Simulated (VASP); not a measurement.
# Na2Sb with SCAN: from relaxation to properties, part 5 of 5

Aim: relax Na2Sb, then compute properties on the relaxed cell. The cell is generated by rule, not measured, and may not be a known phase. Left out of this account: at least 8 further runs (self-consistent run: it repeats an earlier run and gave the same numbers; phonons: its modes failed a check).

VASP 6.6.1; SCAN; plane waves and PAW (Na_pv, Sb); invented cell.

Still holding for the runs below: This run has no spin polarisation. Its electron count is odd, so without a moment it is a metal by construction. The k-mesh is coarse for a metal.

So far. Step 17 (Fit for SCAN): The fit over cells of fixed shape and fractional positions puts the volume -0.05 % from the relaxed one. The relaxed cell has a = 5.138, c = 3.244 Å (conventional setting).

## 18. Electric field gradients (SCAN)

This step: SCAN; plane waves and PAW (Na_pv, Sb); invented cell (VASP 6.6.1).

Field gradients probe how far the charge around each nucleus departs from cubic symmetry; LASPH keeps the non-spherical terms inside the spheres.

INCAR

```
SYSTEM = Na2Sb
PREC = Accurate
ENCUT = 400
EDIFF = 1E-07
NELM = 100
ISMEAR = 1
SIGMA = 0.2
LREAL = .FALSE.
ALGO = Normal
METAGGA = SCAN
LASPH = .TRUE.
NBANDS = 15
LORBIT = 11
LWAVE = .FALSE.
LCHARG = .FALSE.
LEFG = .TRUE.
```

POSCAR

```
Na2Sb
1.0
    5.1376339365      0.0000000000      0.0000000000
   -2.5688169682      4.4493215050      0.0000000000
    0.0000000000      0.0000000000      3.2440408016
Na Sb
2 1
Direct
    0.3333333300      0.6666666700      0.0000000000
    0.6666666700      0.3333333300      0.0000000000
    0.0000000000      0.0000000000      0.5000000000
```

KPOINTS

```
Automatic mesh
0
Gamma
5 5 6
0 0 0
```

The projector-augmented-wave data sets are Na_pv and Sb (PBE family, release 64).

On the command line:

```sh
$ mpirun -np 1 vasp_std
```

Log:

```text
[... set-up lines as in an earlier step ...]
 entering main loop
       N       E                     dE             d eps       ncg     rms          rms(c)
[... 11 cycles as in an earlier step ...]
DAV:  12    -0.470168645369E+02   -0.26684E-06   -0.28688E-06   754   0.146E-02    0.344E-03
DAV:  13    -0.470168599065E+02    0.46305E-05   -0.12190E-06   705   0.111E-02    0.655E-04
DAV:  14    -0.470168599743E+02   -0.67799E-07   -0.14689E-07   698   0.438E-03
ion   1
     0.0000000     0.0000000    -0.0000000     0.0487823     0.0000000    -0.0000000
     0.0000330     0.0000000    -0.0000000     0.0487823     0.0000000    -0.0000000
     0.0000455     0.0000000    -0.0000000     0.0487823     0.0000000    -0.0000000
     0.0000627     0.0000000    -0.0000000     0.0487823     0.0000000    -0.0000000
     0.0000863     0.0000000    -0.0000000     0.0487823     0.0000000    -0.0000000

     0.0000000     0.0000000    -0.0000000     2.0262286     0.0000000    -0.0000005
     0.0000330     0.0000000    -0.0000000     2.0262270     0.0000000    -0.0000005
     0.0000455     0.0000000    -0.0000000     2.0262259     0.0000000    -0.0000005
     0.0000627     0.0000000    -0.0000000     2.0262242     0.0000000    -0.0000005
     0.0000863     0.0000000    -0.0000000     2.0262214     0.0000000    -0.0000005

ion   2
     0.0000000     0.0000000    -0.0000000     0.0487823     0.0000000    -0.0000000
     0.0000330     0.0000000    -0.0000000     0.0487823     0.0000000    -0.0000000
     0.0000455     0.0000000    -0.0000000     0.0487823     0.0000000    -0.0000000
     0.0000627     0.0000000    -0.0000000     0.0487823     0.0000000    -0.0000000
     0.0000863     0.0000000    -0.0000000     0.0487823     0.0000000    -0.0000000

     0.0000000     0.0000000    -0.0000000     2.0262286     0.0000000    -0.0000005
     0.0000330     0.0000000    -0.0000000     2.0262270     0.0000000    -0.0000005
     0.0000455     0.0000000    -0.0000000     2.0262259     0.0000000    -0.0000005
     0.0000627     0.0000000    -0.0000000     2.0262242     0.0000000    -0.0000005
     0.0000863     0.0000000    -0.0000000     2.0262214     0.0000000    -0.0000005

ion   3
     0.0000000     0.0000000     0.0000000    -1.6716153     0.0000000    -0.0000000
     0.0000576     0.0000000     0.0000000    -1.6716153     0.0000000    -0.0000000
     0.0000793     0.0000000     0.0000000    -1.6716153     0.0000000    -0.0000000
     0.0001092     0.0000000     0.0000000    -1.6716153     0.0000000    -0.0000000
     0.0001504     0.0000000     0.0000000    -1.6716154     0.0000000    -0.0000000

     0.0000000     0.0000000     0.0000000  -383.3392595     0.0000000    -0.0000003
     0.0000576     0.0000000     0.0000000  -383.2595971     0.0000000    -0.0000003
     0.0000793     0.0000000     0.0000000  -383.2174844     0.0000000    -0.0000003
     0.0001092     0.0000000     0.0000000  -383.1506451     0.0000000    -0.0000003
     0.0001504     0.0000000     0.0000000  -383.0450096     0.0000000    -0.0000003

   1 F= -.47016860E+02 E0= -.47016882E+02  d E =0.652474E-04
```

Elapsed: 50 s, on 1 MPI rank of Intel Xeon Platinum 8488C (Sapphire Rapids), shared host; peak memory 0.17 GiB.

From OUTCAR (step 18):

```text
   NELECT =      19.0000    total number of electrons

 E-fermi :   4.2883

 k-point     1 :       0.0000    0.0000    0.0000
  band No.  band energies     occupation
    ...
      6     -22.0989      2.00000
      7      -6.5056      2.00000
      8       2.0660      2.00000
      9       2.0660      2.00000
     10       4.2778      1.08901
     11       6.7983     -0.00000
     12       6.7988     -0.00000
     13       8.2830     -0.00000
     14       9.2731      0.00000
     15      11.6634      0.00000

  Total       -0.0175200     -0.0175200     -0.0170505     -0.0000000     -0.0000000      0.0000000
  in kB       -0.3785320     -0.3785320     -0.3683877     -0.0000000     -0.0000000      0.0000000
  external PRESSURE =      -0.3751506 kB  Pullay stress =       0.0000000 kB

 POSITION                                       TOTAL-FORCE (eV/Angst)
 -----------------------------------------------------------------------------------
     -0.00000      2.96621      0.00000        -0.000000      0.000000      0.000000
      2.56882      1.48311      0.00000         0.000000     -0.000000     -0.000000
      0.00000      0.00000      1.62202        -0.000000      0.000000      0.000000
 -----------------------------------------------------------------------------------
    total drift:                               -0.000000      0.000000      0.000000

  FREE ENERGIE OF THE ION-ELECTRON SYSTEM (eV)
  ---------------------------------------------------
  free  energy   TOTEN  =       -47.0168599743 eV

  energy  without entropy=      -47.0169252217  energy(sigma->0) =      -47.01688172

 Electric field gradients after diagonalization (V/A^2)
 (convention: |V_zz| > |V_xx| > |V_yy|)
----------------------------------------------------------------------
 ion       V_xx      V_yy      V_zz     asymmetry (V_yy - V_xx)/ V_zz
----------------------------------------------------------------------
   1       1.384     1.380    -2.764       0.001
   2       1.384     1.380    -2.764       0.001
   3    -241.522  -241.521   483.043       0.000
----------------------------------------------------------------------

[... 12 parts as in an earlier step ...]

[... 5 further parts left out ...]
```

This step gave:

```
SCF cycles          : 14
free energy (TOTEN) : -47.02 eV
Fermi energy        : 4.288 eV
pressure            : -0.03752 GPa
```

Electric field gradients, by row:

```tsv
atom	Vxx (V/Å²)	Vyy (V/Å²)	Vzz (V/Å²)	asymmetry
Na1	1.384	1.38	-2.764	0.001
Na2	1.384	1.38	-2.764	0.001
Sb3	-241.5	-241.5	483	0
```

The largest gradient, 483.04 V/Å², sits on Sb3; times the quadrupole moment of a nucleus that has one, it gives the coupling that NMR and NQR see.

## 19. Ionic relaxation at fixed cell (SCAN) with a changed input

This run is made with a changed input; what comes of it follows.

INCAR

```
SYSTEM = Na2Sb
PREC = Low
ENCUT = 220
EDIFF = 1E-06
NELM = 55
ISMEAR = 1
SIGMA = 0.2
LREAL = .FALSE.
ALGO = Normal
METAGGA = SCAN
LASPH = .TRUE.
NBANDS = 15
LORBIT = 11
LWAVE = .FALSE.
LCHARG = .FALSE.
IBRION = 2
NSW = 30
ISIF = 2
EDIFFG = -0.01
```

POSCAR is that of step 18.

KPOINTS is that of step 18.

On the command line:

```sh
$ mpirun -np 1 vasp_std
```

Log:

```text
[... set-up lines as in an earlier step ...]
 entering main loop
       N       E                     dE             d eps       ncg     rms          rms(c)
DAV:   1     0.445537137135E+02    0.44554E+02   -0.70097E+03   664   0.696E+02
DAV:   2    -0.451320574174E+02   -0.89686E+02   -0.88615E+02   712   0.234E+02
DAV:   3    -0.481859445793E+02   -0.30539E+01   -0.30461E+01   705   0.492E+01
DAV:   4    -0.482124309538E+02   -0.26486E-01   -0.26485E-01   726   0.471E+00
DAV:   5    -0.482130007475E+02   -0.56979E-03   -0.56979E-03   705   0.651E-01BRMIX: very serious problems
 the old and the new charge density differ
 old charge density:    19.00000 new   18.99943
    0.186E+00
DAV:   6    -0.469143459764E+02    0.12987E+01   -0.58417E-01   698   0.771E+00    0.130E+00
DAV:   7    -0.468995288296E+02    0.14817E-01   -0.14940E-01   600   0.267E+00    0.500E-01
DAV:   8    -0.469019447030E+02   -0.24159E-02   -0.11634E-02   691   0.741E-01    0.244E-01
DAV:   9    -0.469007343101E+02    0.12104E-02   -0.25769E-03   670   0.431E-01    0.373E-02
DAV:  10    -0.469003280619E+02    0.40625E-03   -0.83226E-05   740   0.798E-02    0.233E-02
DAV:  11    -0.469003166016E+02    0.11460E-04   -0.60007E-05   656   0.559E-02    0.730E-03
DAV:  12    -0.469003375104E+02   -0.20909E-04   -0.22381E-06   775   0.107E-02    0.686E-03
DAV:  13    -0.469003478942E+02   -0.10384E-04   -0.37345E-06   663   0.990E-03    0.597E-03
DAV:  14    -0.469003438080E+02    0.40863E-05   -0.39526E-07   464   0.312E-03    0.565E-03
DAV:  15    -0.469003402856E+02    0.35224E-05   -0.32150E-08   342   0.117E-03    0.566E-03
DAV:  16    -0.469003392591E+02    0.10265E-05   -0.24842E-08   328   0.892E-04    0.564E-03
DAV:  17    -0.469003401748E+02   -0.91568E-06   -0.22877E-09   328   0.304E-04
   1 F= -.46900340E+02 E0= -.46900380E+02  d E =-.469003E+02
 curvature:   0.00 expect dE= 0.000E+00 dE for cont linesearch  0.000E+00
 trial: gam= 0.00000 g(F)=  0.416E-38 g(S)=  0.000E+00 ort = 0.000E+00 (trialstep = 0.100E+01)
 search vector abs. value=  0.100E-09
 reached required accuracy - stopping structural energy minimisation
```

It took 39 s on 1 MPI rank; peak memory 0.11 GiB.

Parts of OUTCAR (step 19):

```text
   ENCUT  =  220.0 eV  16.17 Ry    4.02 a.u.   6.21  6.21  3.92*2*pi/ulx,y,z

   NELECT =      19.0000    total number of electrons

 E-fermi :   4.2691

 k-point     1 :       0.0000    0.0000    0.0000
  band No.  band energies     occupation
    ...
      6     -22.2147      2.00000
      7      -6.5232      2.00000
      8       2.0431      2.00000
      9       2.0557      2.00000
     10       4.2375      1.26406
     11       6.7763     -0.00000
     12       6.7839     -0.00000
     13       8.2648     -0.00000
     14       9.2100      0.00000
     15      11.6337      0.00000

  Total       -3.9140805     -3.9140805     -4.4362432     -0.0000000     -0.0000000      0.0000000
  in kB      -84.5662515    -84.5662515    -95.8479153     -0.0000000     -0.0000000      0.0000000
  external PRESSURE =     -88.3268061 kB  Pullay stress =       0.0000000 kB

 POSITION                                       TOTAL-FORCE (eV/Angst)
 -----------------------------------------------------------------------------------
     -0.00000      2.96621      0.00000         0.000000     -0.000000     -0.000000
      2.56882      1.48311      0.00000        -0.000000      0.000000      0.000000
      0.00000      0.00000      1.62202        -0.000000      0.000000      0.000000
 -----------------------------------------------------------------------------------
    total drift:                                0.000000      0.000000      0.000000

  FREE ENERGIE OF THE ION-ELECTRON SYSTEM (eV)
  ---------------------------------------------------
  free  energy   TOTEN  =       -46.9003401748 eV

  energy  without entropy=      -46.9004589398  energy(sigma->0) =      -46.90037976

[... 6 parts as in an earlier step ...]

[... 11 further parts left out ...]
```

The run converged, but on settings that are not sound, so its numbers are not to be trusted.

Against the sound run on this cell (electric field gradients (SCAN)) the energy at zero smearing moves by +38.8 meV an atom and the pressure by -8.80 GPa.

The fault in the input: cutoff too low (ENCUT = 220 and PREC = "Low"). Raise ENCUT.

## 20. What came out

```yaml
relaxed_volume: 24.72 Å³/atom
relaxed_conventional_cell_a_b_c: 5.138, 5.138, 3.244 Å; angles 90.0, 90.0, 120.0°
space_group_after_relaxing_within_0p02_a: P6/mmm (No. 191)
band_gap: none, a metal
dos_at_the_fermi_level: 0.685 states/eV/cell
bulk_modulus_from_the_fit: 31.5 GPa
volume_from_the_fit: 24.7 Å³/atom
largest_field_gradient_vzz: 483.04 V/Å² on Sb3
```

**Reading.** With SCAN, Na2Sb relaxes to 24.72 Å³/atom in space group P6/mmm (held by the symmetry of the run), comes out as a metal and has a bulk modulus of 31.5 GPa at fixed shape and positions, an upper bound. Band structure (SCAN): Of the bands kept, 1 crosses the Fermi level on this path. Spin-orbit coupling is left out, and with elements this heavy it would split and shift bands near the Fermi level. The k-sampling is coarse for a metal, so the Fermi level, pressures and the shape of the cell carry errors. With an odd electron count and no spin the cell is a metal by construction. No search among competing phases was made. All values are for a static lattice at zero temperature.

[Lines on the potential files, build, host, timing and source positions are cut from VASP's logs without a mark.]

[Logs are printed without paths, hosts, clocks, repeated set-up lines and the standing remarks that a program may print on its own settings, such as how far it seeks lower states.]

[Hosts, paths, dates, database ids (printed as entryN), source tags and the programs' standing remarks are cut or masked in the printed files.]

[A measured line is paired with the nearest computed mode of its activity, which favours agreement.]

[In band tables of VASP the shares of atoms and orbitals are scaled to a sum of 1 inside the atoms' spheres.]
